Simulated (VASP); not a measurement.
```xyz
2
Lattice="0.0000 3.2337 3.2337 3.2337 0.0000 3.2337 3.2337 3.2337 0.0000" Properties=species:S:1:pos:R:3 pbc="T T T"
Te     3.2337     3.2337     3.2337
Pb     3.2337     3.2337     0.0000
```

The numbers are results of PBE GGA with D3 dispersion (Becke-Johnson damping), VASP's PBE PAW potentials (set 64) (plane waves; VASP), not measurements. Settings: 520 eV cut-off, 7×7×7 Γ-centred mesh, Gaussian smearing of 0.050 eV, potentials Te Pb_d.

### Question
Predict the energy per atom (σ→0).

### Answer

The energy per atom (σ→0) is -4.154 eV/atom.

The absolute energy has meaning only against runs of the same code, potentials and settings.

The compound is PbTe in the rock salt structure. It was relaxed first.
